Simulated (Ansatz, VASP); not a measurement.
## BaTiO3 in two plane-wave programs

Aim: how closely do two programs agree when they are given the same cell, functional and k mesh?

Method: plane waves, with VASP 6.6.1 beside it; electric field gradients at LDA and electric field gradients at r2SCAN, in Ansatz 0.2.0.

The database entry behind the starting cell differs from later determinations by our own check (c/a about 0.6 % short), so it need not match the best structure at ambient conditions.

## (1) Starting point

The structure is tetragonal, space group P4mm (No. 99). Conventional cell: a = 4.000 Å, b = 4.000 Å, c = 4.018 Å, α = 90.00°, β = 90.00°, γ = 90.00°. Nearest to Ba lie 12 O at 2.78 to 2.89 Å. Nearest to Ti lie 6 O at 1.84 to 2.18 Å. O has 2 Ti at 2.00 Å and 4 Ba at 2.78 to 2.89 Å nearest. Nearest to O lie 2 Ti at 1.84 to 2.18 Å and 4 Ba at 2.83 Å. Farther neighbours and most contacts between anions are not listed.

## (2) VASP: electric field gradients, LDA

Field gradients test the density near the nuclei, where the PAW reconstruction matters most.

Lines of VASP's logs that name or quote its potential files are left out, and so is its time.

The input, INCAR:

```
SYSTEM = BaTiO3
PREC = Accurate
ENCUT = 560
EDIFF = 1E-07
NELM = 100
ISMEAR = -1
SIGMA = 0.05
LREAL = .FALSE.
ALGO = Normal
GGA = CA
NBANDS = 26
LASPH = .TRUE.
LORBIT = 11
LWAVE = .FALSE.
LCHARG = .FALSE.
KPAR = 2
LEFG = .TRUE.
ICORELEVEL = 1
```

The input, POSCAR:

```
BaTiO3
1.0
    3.9998000000      0.0000000000      0.0000000000
    0.0000000000      3.9998000000      0.0000000000
    0.0000000000      0.0000000000      4.0180000000
Ba Ti O
1 1 3
Direct
    0.0000000000      0.0000000000      0.9985186609
    0.5000000000      0.5000000000      0.4852497549
    0.0000000000      0.5000000000      0.5163333183
    0.5000000000      0.0000000000      0.5163333183
    0.5000000000      0.5000000000      0.0265649475
```

The input, KPOINTS:

```
Automatic mesh
0
Gamma
8 8 8
0 0 0
```

PAW data sets: Ba_sv, Ti_sv and O (PBE family, release 64).

Started as:

```console
$ mpirun -np 2 vasp_std
```

Numbers of over 12 decimals in the logs are rounded to 6 here.

What it wrote:

```text
[banner, memory and clock lines left out]
running    2 mpi-ranks, on    1 nodes
 distrk:  each k-point on    1 cores,    2 groups
 distr:  one band on    1 cores,    1 groups

 POSCAR found type information on POSCAR BaTiO
 POSCAR found :  3 types and       5 ions
|                                                                             |
|               ----> ADVICE to this user running VASP <----                  |
|                                                                             |
|     You enforced a specific xc type in the INCAR file but a different       |
|     [... a line on the potential file left out ...]
|     I HOPE YOU KNOW WHAT YOU ARE DOING!                                     |
|                                                                             |

 LDA part: xc-table for (Slater(with rela. corr.)+CA(PZ))
 , standard interpolation
 POSCAR, INCAR and KPOINTS ok, starting setup
 FFT: planning ... GRIDC
 FFT: planning ... GRID_SOFT
 FFT: planning ... GRID
 WAVECAR not read
 entering main loop
       N       E                     dE             d eps       ncg     rms          rms(c)
DAV:   1     0.454159161863E+03    0.45416E+03   -0.22044E+04  3900   0.176E+03
DAV:   2    -0.177931833664E+01   -0.45594E+03   -0.44010E+03  4504   0.467E+02
DAV:   3    -0.521381696842E+02   -0.50359E+02   -0.49162E+02  5532   0.146E+02
DAV:   4    -0.544556237169E+02   -0.23175E+01   -0.23142E+01  5768   0.283E+01
DAV:   5    -0.545233792558E+02   -0.67756E-01   -0.67741E-01  5472   0.374E+00    0.232E+01
DAV:   6    -0.446545665206E+02    0.98688E+01   -0.62358E+01  5734   0.718E+01    0.103E+01
DAV:   7    -0.444983311262E+02    0.15624E+00   -0.11315E+01  5174   0.246E+01    0.698E+00
DAV:   8    -0.442840253138E+02    0.21431E+00   -0.11314E+00  4946   0.998E+00    0.264E+00
DAV:   9    -0.442977963809E+02   -0.13771E-01   -0.23092E-01  5382   0.304E+00    0.117E+00
DAV:  10    -0.442836737326E+02    0.14123E-01   -0.92354E-02  5016   0.303E+00    0.384E-01
DAV:  11    -0.442824111422E+02    0.12626E-02   -0.79994E-03  5766   0.670E-01    0.817E-02
DAV:  12    -0.442822895681E+02    0.12157E-03   -0.62500E-04  4440   0.248E-01    0.388E-02
DAV:  13    -0.442822741175E+02    0.15451E-04   -0.16732E-04  5592   0.119E-01    0.203E-02
DAV:  14    -0.442822651330E+02    0.89845E-05   -0.52458E-05  5870   0.591E-02    0.868E-03
DAV:  15    -0.442822647140E+02    0.41899E-06   -0.93672E-06  5296   0.245E-02    0.333E-03
DAV:  16    -0.442822646293E+02    0.84663E-07   -0.21630E-06  5024   0.155E-02    0.326E-03
DAV:  17    -0.442822645037E+02    0.12563E-06   -0.29725E-07  3296   0.595E-03    0.661E-04
DAV:  18    -0.442822645018E+02    0.18836E-08   -0.44447E-08  2450   0.151E-03
ion   1
     0.0000000     0.0000000    -0.0000000     0.0300314     0.0000000     0.0000000
     0.0000600     0.0000000    -0.0000000     0.0300314     0.0000000     0.0000000
     0.0000826     0.0000000    -0.0000000     0.0300314     0.0000000     0.0000000
     0.0001137     0.0000000    -0.0000000     0.0300314     0.0000000     0.0000000
     0.0001566     0.0000000    -0.0000000     0.0300314     0.0000000     0.0000000

     0.0000000     0.0000000    -0.0000000     5.8087204     0.0000000     0.0000000
     0.0000600     0.0000000    -0.0000000     5.8072161     0.0000000     0.0000000
     0.0000826     0.0000000    -0.0000000     5.8064516     0.0000000     0.0000000
     0.0001137     0.0000000    -0.0000000     5.8052567     0.0000000     0.0000000
     0.0001566     0.0000000    -0.0000000     5.8033974     0.0000000     0.0000000

ion   2
     0.0000000    -0.0000000    -0.0000000     1.6508133    -0.0000000    -0.0000000
     0.0000422    -0.0000000    -0.0000000     1.6508133    -0.0000000    -0.0000000
     0.0000581    -0.0000000    -0.0000000     1.6508133    -0.0000000    -0.0000000
     0.0000800    -0.0000000    -0.0000000     1.6508133    -0.0000000    -0.0000000
     0.0001102    -0.0000000    -0.0000000     1.6508133    -0.0000000    -0.0000000

     0.0000000    -0.0000000    -0.0000000     3.9143536    -0.0000000    -0.0000000
     0.0000422    -0.0000000    -0.0000000     3.9143706    -0.0000000    -0.0000000
     0.0000581    -0.0000000    -0.0000000     3.9143821    -0.0000000    -0.0000000
     0.0000800    -0.0000000    -0.0000000     3.9144020    -0.0000000    -0.0000000
     0.0001102    -0.0000000    -0.0000000     3.9144362    -0.0000000    -0.0000000

ion   3
     0.0000000     0.0000000    -0.0000000     2.3414335    -0.0000000    -3.3875483
     0.0000293     0.0000000    -0.0000000     2.3414335    -0.0000000    -3.3875483
     0.0000403     0.0000000    -0.0000000     2.3414334    -0.0000000    -3.3875483
     0.0000555     0.0000000    -0.0000000     2.3414334    -0.0000000    -3.3875482
     0.0000765     0.0000000    -0.0000000     2.3414333    -0.0000000    -3.3875481

     0.0000000     0.0000000    -0.0000000     8.9697434    -0.0000000   -13.8379277
     0.0000293     0.0000000    -0.0000000     8.9697409    -0.0000000   -13.8379237
     0.0000403     0.0000000    -0.0000000     8.9697392    -0.0000000   -13.8379211
     0.0000555     0.0000000    -0.0000000     8.9697364    -0.0000000   -13.8379165
     0.0000765     0.0000000    -0.0000000     8.9697315    -0.0000000   -13.8379089

ion   4
     0.0000000     0.0000000    -0.0000000     2.3414335    -0.0000000     3.3875483
     0.0000293     0.0000000    -0.0000000     2.3414335    -0.0000000     3.3875483
     0.0000403     0.0000000    -0.0000000     2.3414334    -0.0000000     3.3875483
     0.0000555     0.0000000    -0.0000000     2.3414334    -0.0000000     3.3875482
     0.0000765     0.0000000    -0.0000000     2.3414333    -0.0000000     3.3875481

     0.0000000     0.0000000    -0.0000000     8.9697434    -0.0000000    13.8379277
     0.0000293     0.0000000    -0.0000000     8.9697409    -0.0000000    13.8379237
     0.0000403     0.0000000    -0.0000000     8.9697392    -0.0000000    13.8379211
     0.0000555     0.0000000    -0.0000000     8.9697364    -0.0000000    13.8379165
     0.0000765     0.0000000    -0.0000000     8.9697315    -0.0000000    13.8379089

ion   5
     0.0000000     0.0000000    -0.0000000    -0.1627237     0.0000000    -0.0000000
     0.0000293     0.0000000    -0.0000000    -0.1627236     0.0000000    -0.0000000
     0.0000403     0.0000000    -0.0000000    -0.1627236     0.0000000    -0.0000000
     0.0000555     0.0000000    -0.0000000    -0.1627236     0.0000000    -0.0000000
     0.0000765     0.0000000    -0.0000000    -0.1627236     0.0000000    -0.0000000

     0.0000000     0.0000000    -0.0000000    -4.9375256     0.0000000    -0.0000000
     0.0000293     0.0000000    -0.0000000    -4.9375237     0.0000000    -0.0000000
     0.0000403     0.0000000    -0.0000000    -4.9375225     0.0000000    -0.0000000
     0.0000555     0.0000000    -0.0000000    -4.9375204     0.0000000    -0.0000000
     0.0000765     0.0000000    -0.0000000    -4.9375169     0.0000000    -0.0000000

   1 F= -.44282265E+02 E0= -.44282265E+02  d E =-.122766E-08
```

OUTCAR, selected parts (step 2):

```text
ion  position               nearest neighbor table
   1  0.000  0.000  0.999-   3 2.78   4 2.78   3 2.78   4 2.78   5 2.83   5 2.83   5 2.83   5 2.83
                             4 2.89   3 2.89   4 2.89   3 2.89   2 3.44   2 3.44   2 3.44   2 3.44
   2  0.500  0.500  0.485-   5 1.84   4 2.00   3 2.00   4 2.00   3 2.00   5 2.18   1 3.44   1 3.44
                             1 3.44   1 3.44   1 3.50   1 3.50   1 3.50   1 3.50
   3  0.000  0.500  0.516-   2 2.00   2 2.00   1 2.78   1 2.78   1 2.89   1 2.89
   4  0.500  0.000  0.516-   2 2.00   2 2.00   1 2.78   1 2.78   1 2.89   1 2.89
   5  0.500  0.500  0.027-   2 1.84   2 2.18   1 2.83   1 2.83   1 2.83   1 2.83

  LATTYP: Found a simple tetragonal cell.
 ALAT       =     3.9998000000
 C/A-ratio  =     1.0045502275

 Subroutine GETGRP returns: Found  8 space group operations
 (whereof  8 operations were pure point group operations)

The static configuration has the point symmetry C_4v.

 Found     75 irreducible k-points:

   k-points           NKPTS =     75   k-points in BZ     NKDIM =     75   number of bands    NBANDS=     26

   dimension x,y,z NGX =    32 NGY =   32 NGZ =   32
   dimension x,y,z NGXF=    64 NGYF=   64 NGZF=   64

   ENCUT  =  560.0 eV  41.16 Ry    6.42 a.u.   7.72  7.72  7.75*2*pi/ulx,y,z

   NELECT =      40.0000    total number of electrons

 k-points in reciprocal lattice and weights: Automatic mesh
   0.00000000  0.00000000  0.00000000       0.002
   0.12500000  0.00000000  0.00000000       0.008
   0.25000000  0.00000000  0.00000000       0.008
   0.37500000  0.00000000  0.00000000       0.008
   0.50000000  0.00000000  0.00000000       0.004
   0.12500000  0.12500000  0.00000000       0.008
   0.25000000  0.12500000  0.00000000       0.016
   0.37500000  0.12500000  0.00000000       0.016
   0.50000000  0.12500000  0.00000000       0.008
[...]
0.50000000  0.37500000  0.50000000       0.008
   0.50000000  0.50000000  0.50000000       0.002

 the core state eigenenergies are
   1-  1s -37236.6898  2s  -5874.1782  2p  -5265.3849  3s  -1229.7031  3p  -1034.6365
       3d   -751.5907  4s   -230.8250  4p   -167.9306  4d    -76.6681
   2-  1s  -4859.2064  2s   -528.0986  2p   -435.3612
   3-  1s   -500.6079
   4-  1s   -500.6079
   5-  1s   -500.7862

 E-fermi :   4.3812

 k-point     1 :       0.0000    0.0000    0.0000
  band No.  band energies     occupation
    ...
     16       2.1207      2.00000
     17       2.3424      2.00000
     18       3.1017      2.00000
     19       3.1512      2.00000
     20       3.1512      2.00000
     21       5.2116      0.00000
     22       5.5685      0.00000
     23       5.5685      0.00000
     24       7.5498      0.00000
     25       7.7384      0.00000
    ...

 k-point     2 :       0.1250    0.0000    0.0000
  band No.  band energies     occupation
    ...
     16       1.9914      2.00000
     17       2.2385      2.00000
     18       2.7748      2.00000
     19       2.9921      2.00000
     20       3.1148      2.00000
     21       5.5147      0.00000
     22       5.6076      0.00000
     23       5.7190      0.00000
     24       7.6765      0.00000
     25       8.0354      0.00000
    ...

 k-point     3 :       0.2500    0.0000    0.0000
  band No.  band energies     occupation
    ...
     16       1.7782      2.00000
     17       1.9492      2.00000
     18       2.2439      2.00000
     19       2.7153      2.00000
     20       2.8607      2.00000
     21       5.6173      0.00000
     22       6.1986      0.00000
     23       6.2382      0.00000
     24       7.6866      0.00000
     25       8.7345      0.00000
    ...

  Total       -2.5986249     -2.5986249     -1.4214089      0.0000000     -0.0000000      0.0000000
  in kB      -64.7690749    -64.7690749    -35.4277127      0.0000000     -0.0000000      0.0000000
  external PRESSURE =     -54.9886208 kB  Pullay stress =       0.0000000 kB

  energy-cutoff  :      560.00
  volume of cell :       64.28
      direct lattice vectors                 reciprocal lattice vectors
     3.999800000  0.000000000  0.000000000     0.250012501  0.000000000  0.000000000
     0.000000000  3.999800000  0.000000000     0.000000000  0.250012501  0.000000000
     0.000000000  0.000000000  4.018000000     0.000000000  0.000000000  0.248880040

 POSITION                                       TOTAL-FORCE (eV/Angst)
 -----------------------------------------------------------------------------------
      0.00000      0.00000      4.01205         0.000000      0.000000      0.034225
      1.99990      1.99990      1.94973         0.000000     -0.000000      0.002472
      0.00000      1.99990      2.07463         0.000000     -0.000000     -0.025458
      1.99990      0.00000      2.07463         0.000000      0.000000     -0.025458
      1.99990      1.99990      0.10674         0.000000     -0.000000      0.014219
 -----------------------------------------------------------------------------------
    total drift:                                0.000000     -0.000000      0.000239

  FREE ENERGIE OF THE ION-ELECTRON SYSTEM (eV)
  ---------------------------------------------------
  free  energy   TOTEN  =       -44.2822645018 eV

  energy  without entropy=      -44.2822645006  energy(sigma->0) =      -44.28226450

 Electric field gradients after diagonalization (V/A^2)
 (convention: |V_zz| > |V_xx| > |V_yy|)
----------------------------------------------------------------------
 ion       V_xx      V_yy      V_zz     asymmetry (V_yy - V_xx)/ V_zz
----------------------------------------------------------------------
   1       3.672     3.672    -7.345       0.000
   2       1.633     1.633    -3.265       0.000
   3     -12.961   -11.161    24.122       0.075
   4     -12.961   -11.161    24.122       0.075
   5      -5.238    -5.238    10.476       0.000
----------------------------------------------------------------------

 total charge
# of ion       s       p       d       tot
------------------------------------------
    1        2.001   5.619   0.338   7.957
    2        2.220   6.281   1.774  10.275
    3        1.547   3.441   0.000   4.988
    4        1.547   3.441   0.000   4.988
    5        1.553   3.445   0.000   4.998
--------------------------------------------------
tot          8.868  22.226   2.112  33.206

[... 3 further parts left out ...]
```

These are scalar-relativistic Kohn-Sham levels of the ground state, with no core hole, so they are not binding energies. Harder data sets than Ba_sv exist (the GW ones), and pressures, volumes and forces can shift noticeably with them.

[end of part 1 of 2]

[Lines on the potential files, build, host, timing and source positions are cut from VASP's logs without a mark.]

[Logs are printed without paths, hosts, clocks, repeated set-up lines and the standing remarks that a program may print on its own settings, such as how far it seeks lower states.]

[Hosts, paths, dates, database ids (printed as entryN), source tags and the programs' standing remarks are cut or masked in the printed files.]
